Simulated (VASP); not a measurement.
# YSe (Fm-3m) in VASP: notebook

Runs on YSe. Level: LDA. Tasks: single point.

Everything below comes from runs of VASP 6.6.1. Logs are shortened: lines on timing, memory, paths and dates and some standing lists are left out, and cuts for length are marked.

## 1. Starting point

The structure is cubic, space group Fm-3m (No. 225). Conventional cell: a = 5.815 Å, b = 5.815 Å, c = 5.815 Å, α = 90.00°, β = 90.00°, γ = 90.00°. Y (site symmetry m-3m) is surrounded by 6 Se at 2.91 Å. Se (site symmetry m-3m) has 6 Y at 2.91 Å as nearest neighbours.

## 2. Single point, LDA

Contents of INCAR:

```
  PREC = Accurate
  ENCUT = 520
  EDIFF = 1E-7
  ISMEAR = 0
  SIGMA = 0.1
  LREAL = F
  LASPH = T
  NELM = 100
  ALGO = Normal
  ISIF = 2
  LWAVE = F
  LCHARG = T
  LELF = T
  LVHAR = T
  NBANDS = 16
```

Contents of KPOINTS:

```
Automatic mesh
0
Gamma
  7 7 7
```

Contents of POSCAR:

```
YSe
1.0
    0.0000000000      2.9074259631      2.9074259631
    2.9074259631      0.0000000000      2.9074259631
    2.9074259631      2.9074259631      0.0000000000
Y Se
1 1
Direct
    0.5000000000      0.5000000000      0.5000000000
    0.0000000000      0.0000000000      0.0000000000
```

Potentials or basis: VASP PAW LDA potentials, release 64 (Y_sv, Se).

Command:

```bash
cat potpaw_LDA.64/Y_sv/POTCAR potpaw_LDA.64/Se/POTCAR > POTCAR
mpirun -np 1 vasp_std > vasp.out
```

OUTCAR:

```text
PREC = Accurate
   ENCUT = 520
   EDIFF = 1E-7
   ISMEAR = 0
   LREAL = F
   LASPH = T
   NELM = 100
   ISIF = 2

 ion  position               nearest neighbor table
   1  0.500  0.500  0.500-   2 2.91   2 2.91   2 2.91   2 2.91   2 2.91   2 2.91
   2  0.000  0.000  0.000-   1 2.91   1 2.91   1 2.91   1 2.91   1 2.91   1 2.91

  LATTYP: Found a face centered cubic cell.
 ALAT       =     5.8148519262

  Lattice vectors:

 A1 = (   0.0000000000,   2.9074259631,   2.9074259631)
 A2 = (   2.9074259631,   0.0000000000,   2.9074259631)
 A3 = (   2.9074259631,   2.9074259631,   0.0000000000)

Analysis of symmetry for initial positions (statically):
=====================================================================
 Subroutine PRICEL returns:
 Original cell was already a primitive cell.

 Routine SETGRP: Setting up the symmetry group for a
 face centered cubic supercell.

 Subroutine GETGRP returns: Found 48 space group operations
 (whereof 48 operations were pure point group operations)
 out of a pool of 48 trial point group operations.

The static configuration has the point symmetry O_h .

Analysis of symmetry for dynamics (positions and initial velocities):
=====================================================================
 Subroutine PRICEL returns:
 Original cell was already a primitive cell.

 Routine SETGRP: Setting up the symmetry group for a
 face centered cubic supercell.

 Subroutine GETGRP returns: Found 48 space group operations
 (whereof 48 operations were pure point group operations)
 out of a pool of 48 trial point group operations.

The dynamic configuration has the point symmetry O_h .

 Subroutine INISYM returns: Found 48 space group operations
 (whereof 48 operations are pure point group operations),
 and found     1 'primitive' translations

----------------------------------------------------------------------------------------

                                     Primitive cell

  volume of cell :      49.1537

  direct lattice vectors                    reciprocal lattice vectors
     0.000000000  2.907425963  2.907425963    -0.171973425  0.171973425  0.171973425
     2.907425963  0.000000000  2.907425963     0.171973425 -0.171973425  0.171973425
     2.907425963  2.907425963  0.000000000     0.171973425  0.171973425 -0.171973425

  length of vectors
     4.111721229  4.111721229  4.111721229     0.297866709  0.297866709  0.297866709

  position of ions in fractional coordinates (direct lattice)
     0.500000000  0.500000000  0.500000000
     0.000000000  0.000000000  0.000000000

  ion indices of the primitive-cell ions
   primitive index   ion index
                 1           1
                 2           2

----------------------------------------------------------------------------------------

 KPOINTS: Automatic mesh

Automatic generation of k-mesh.
 Grid dimensions read from file:
 generate k-points for:    7    7    7

 Generating k-lattice:

  Cartesian coordinates                     Fractional coordinates (reciprocal lattice)
    -0.024567632  0.024567632  0.024567632     0.142857143  0.000000000  0.000000000
     0.024567632 -0.024567632  0.024567632     0.000000000  0.142857143  0.000000000
     0.024567632  0.024567632 -0.024567632     0.000000000  0.000000000  0.142857143

  Length of vectors
     0.042552387  0.042552387  0.042552387

  Shift w.r.t. Gamma in fractional coordinates (k-lattice)
     0.000000000  0.000000000  0.000000000

 Subroutine IBZKPT returns following result:
 ===========================================

 Found     20 irreducible k-points:

 Following reciprocal coordinates:
            Coordinates               Weight
  0.000000  0.000000  0.000000      1.000000
  0.142857  0.000000  0.000000      8.000000
  0.285714  0.000000  0.000000      8.000000
  0.428571  0.000000  0.000000      8.000000
  0.142857  0.142857  0.000000      6.000000
  0.285714  0.142857  0.000000     24.000000
[... 12 lines left out ...]
 -0.428571  0.428571  0.142857     24.000000
 -0.285714  0.428571  0.142857     24.000000
   k-points           NKPTS =     20   k-points in BZ     NKDIM =     20   number of bands    NBANDS=     16
   number of dos      NEDOS =    301   number of ions     NIONS =      2
   total plane-waves  NPLWV =  32768
   dimension x,y,z NGX =    32 NGY =   32 NGZ =   32
   dimension x,y,z NGXF=    64 NGYF=   64 NGZF=   64
   ions per type =               1   1
   NGX,Y,Z   is equivalent  to a cutoff of  12.94, 12.94, 12.94 a.u.
   NGXF,Y,Z  is equivalent  to a cutoff of  25.88, 25.88, 25.88 a.u.
 SYSTEM =  unknown system
   PREC   = accura    normal or accurate (medium, high low for compatibility)
   ISTART =      0    job   : 0-new  1-cont  2-samecut
   ICHARG =      2    charge: 1-file 2-atom 10-const
   ISPIN  =      1    spin polarized calculation?
   LNONCOLLINEAR =      F non collinear calculations
   LSORBIT =      F    spin-orbit coupling
   LASPH  =      T    aspherical Exc in radial PAW
   ENCUT  =  520.0 eV  38.22 Ry    6.18 a.u.   7.65  7.65  7.65*2*pi/ulx,y,z
   NELM   =    100;   NELMIN=  2; NELMDL= -5     # of ELM steps
   EDIFF  = 0.1E-06   stopping-criterion for ELM
   LREAL  =      F    real-space projection
   EDIFFG = 0.1E-05   stopping-criterion for IOM
   NSW    =      0    number of steps for IOM
   IBRION =     -1    ionic relax: 0-MD 1-quasi-New 2-CG
   NFREE  =      0    steps in history (QN), initial steepest desc. (CG)
   ISIF   =      2    stress and relaxation
   ISYM   =      2    0-nonsym 1-usesym 2-fastsym
   POTIM  = 0.5000    time-step for ionic-motion
   TEBEG  =    0.0;   TEEND  =   0.0 temperature during run
   PSTRESS=    0.0 pullay stress
   NELECT =      17.0000    total number of electrons
   NUPDOWN=      -1.0000    fix difference up-down
   EMIN   =  10.00;   EMAX   =-10.00  energy-range for DOS
   EFERMI =   0.00;   METHOD = LEGACY
   ISMEAR =     0;   SIGMA  =   0.10  broadening in eV -4-tet -1-fermi 0-gaus
   EFERMI_NEDOS =   21; number of points for ismear=-14 and -15
   IALGO  =     38    algorithm
   IMIX   =      4    mixing-type and parameters
     AMIX     =   0.40;   BMIX     =  1.00
     AMIX_MAG =   1.60;   BMIX_MAG =  1.00
  volume/ion in A,a.u.               =      24.58       165.85
  Fermi-wavevector in a.u.,A,eV,Ry     =   1.149139  2.171557 17.966764  1.320520
  Thomas-Fermi vector in A             =   2.285810
   LORBIT       =      0    0 simple, 1 ext, 2 COOP (PROOUT), +10 PAW based schemes
   GGA     = CA    functional components
   LHFCALC =     F    Hartree Fock is set to
   AEXX    =    0.0000 exact exchange contribution
   IVDW    =     0    specifies the selected vdW correction
   LEPSILON=     F    determine dielectric tensor
   LRPA    =     F    only Hartree local field effects (RPA)
 non-spin polarized calculation
 Gauss-broadening in eV      SIGMA  =   0.10
  energy-cutoff  :      520.00
  volume of cell :       49.15
 maximum number of plane-waves:      1363
   NGX = 15   NGY = 15   NGZ = 15

 number of electron      16.9999999 magnetization

 Free energy of the ion-electron system (eV)
  ---------------------------------------------------
  ext. energy  EPLUGINS =         0.00000000
  ---------------------------------------------------
  free energy    TOTEN  =       -14.83921196 eV

  energy without entropy =      -14.83359022  energy(sigma->0) =      -14.83640109

 E-fermi :   5.7146     XC(G=0): -10.2681

 val. band max:        5.5559727305   @ k =   0.1429   0.0000   0.0000
 cond. band min:       5.7533365109   @ k =   0.1429   0.0000   0.0000
 fundamental gap:      0.1973637804
 Fermi energy:         5.7145634788

 k-point     1 :       0.0000    0.0000    0.0000
  band No.  band energies     occupation
      1     -37.9003      2.00000
      2     -17.9811      2.00000
      3     -17.9811      2.00000
      4     -17.9811      2.00000
      5      -9.3762      2.00000
      6       2.6382      2.00000
[... 8 lines left out ...]
     15      11.8133      0.00000
     16      17.2965      0.00000

 k-point     2 :       0.1429    0.0000    0.0000
  band No.  band energies     occupation
      1     -37.8978      2.00000
      2     -18.0285      2.00000
      3     -17.9841      2.00000
      4     -17.9841      2.00000
      5      -9.2124      2.00000
      6       1.5418      2.00000
[... 8 lines left out ...]
     15      12.5053      0.00000
     16      15.3586      0.00000

 k-point     3 :       0.2857    0.0000    0.0000
  band No.  band energies     occupation
      1     -37.8921      2.00000
      2     -18.1316      2.00000
      3     -17.9909      2.00000
      4     -17.9909      2.00000
      5      -8.8223      2.00000
      6       0.0184      2.00000
[... 8 lines left out ...]
     15      12.5205      0.00000
     16      13.6977      0.00000

 k-point     4 :       0.4286    0.0000    0.0000
  band No.  band energies     occupation
      1     -37.8876      2.00000
      2     -18.2113      2.00000
      3     -17.9963      2.00000
      4     -17.9963      2.00000
      5      -8.4792      2.00000
      6      -0.9203      2.00000
[... 8 lines left out ...]
     15      11.7345      0.00000
     16      11.7345      0.00000
[... 248 lines left out ...]
 k-point    18 :      -0.4286    0.2857    0.1429
  band No.  band energies     occupation
      1     -37.8848      2.00000
      2     -18.1614      2.00000
      3     -18.0602      2.00000
      4     -18.0198      2.00000
      5      -8.5786      2.00000
      6      -0.3081      2.00000
[... 8 lines left out ...]
     15      11.8257      0.00000
     16      12.7906      0.00000

 k-point    19 :      -0.4286    0.4286    0.1429
  band No.  band energies     occupation
      1     -37.8833      2.00000
      2     -18.1390      2.00000
      3     -18.0664      2.00000
      4     -18.0496      2.00000
      5      -8.6989      2.00000
      6       0.2036      2.00000
[... 8 lines left out ...]
     15      12.3810      0.00000
     16      13.7925      0.00000

 k-point    20 :      -0.2857    0.4286    0.1429
  band No.  band energies     occupation
      1     -37.8829      2.00000
      2     -18.1126      2.00000
      3     -18.1096      2.00000
      4     -18.0441      2.00000
      5      -8.6255      2.00000
      6       0.2842      2.00000
[... 8 lines left out ...]
     15      12.6216      0.00000
     16      12.6835      0.00000

------------------------ aborting loop because EDIFF is reached ----------------------------------------

  FORCE on cell =-STRESS in cart. coord.  units (eV):
  Direction    XX          YY          ZZ          XY          YZ          ZX
  --------------------------------------------------------------------------------------
  -------------------------------------------------------------------------------------
  Total       -2.0704988     -2.0704988     -2.0704988      0.0000000      0.0000000      0.0000000
  in kB      -67.4884683    -67.4884683    -67.4884683      0.0000000      0.0000000      0.0000000
  external PRESSURE =     -67.4884683 kB  Pullay stress =       0.0000000 kB

 VOLUME and BASIS-vectors are now :
 -----------------------------------------------------------------------------
  energy-cutoff  :      520.00
  volume of cell :       49.15
      direct lattice vectors                 reciprocal lattice vectors
     0.000000000  2.907425963  2.907425963    -0.171973425  0.171973425  0.171973425
     2.907425963  0.000000000  2.907425963     0.171973425 -0.171973425  0.171973425
     2.907425963  2.907425963  0.000000000     0.171973425  0.171973425 -0.171973425

 POSITION                                       TOTAL-FORCE (eV/Angst)
 -----------------------------------------------------------------------------------
      2.90743      2.90743      2.90743        -0.000000      0.000000     -0.000000
      0.00000      0.00000      0.00000         0.000000     -0.000000      0.000000
 -----------------------------------------------------------------------------------
    total drift:                                0.000000     -0.000000      0.000000

  FREE ENERGIE OF THE ION-ELECTRON SYSTEM (eV)
  ---------------------------------------------------
  free  energy   TOTEN  =       -14.8392119587 eV

  energy  without entropy=      -14.8335902231  energy(sigma->0) =      -14.83640109
```

It took 7.5 s on 1 thread of Intel Xeon 6975P-C (Granite Rapids), shared host; peak memory 0.17 GiB.

What came out:

```yaml
Free_energy: -14.8392 eV
Pressure: -6.7 GPa
Band_gap_on_the_k_mesh: none (metal or under the smearing width)
```

## 3. Single point, LDA

This run uses another cell than the first one, of 21.79 Å³/atom, 0.887 times its volume.

Contents of INCAR:

```
SYSTEM = YSe
PREC = Accurate
ENCUT = 520
EDIFF = 1E-7
ISMEAR = 0
SIGMA = 0.1
LREAL = .False.
LASPH = .True.
NELM = 100
ALGO = Normal
ISIF = 2
LWAVE = .False.
LCHARG = .True.
GGA = CA
LELF = .True.
LVHAR = .True.
NBANDS = 16
```

Contents of KPOINTS:

```
Automatic mesh
0
Gamma
  7 7 7
  0 0 0
```

Contents of POSCAR:

```
YSe
1.0
    0.0000000000      2.7932897890      2.7932897890
    2.7932897890      0.0000000000      2.7932897890
    2.7932897890      2.7932897890      0.0000000000
Y Se
1 1
Direct
    0.5000000000      0.5000000000      0.5000000000
    0.0000000000      0.0000000000      0.0000000000
```

Potentials or basis: VASP PAW LDA potentials, release 64 (Y_sv, Se).

Command:

```bash
cat potpaw_LDA.64/Y_sv/POTCAR potpaw_LDA.64/Se/POTCAR > POTCAR
mpirun -np 1 vasp_std > vasp.out
```

It took 7.8 s on 1 thread of Intel Xeon 6975P-C (Granite Rapids), shared host; peak memory 0.17 GiB.

The run converged. Its results:

```
Free energy            : -14.9198 eV
Pressure               : 3.2 GPa
Band gap on the k mesh : none (metal or under the smearing width)
```

Levels at points of the mesh, in eV from the Fermi level:
```
           k point  band 7  band 8  band 9  band 10  band 11  band 12
(0.00, 0.00, 0.00)   -3.01   -3.01   -0.38    -0.38    -0.38     0.50
```
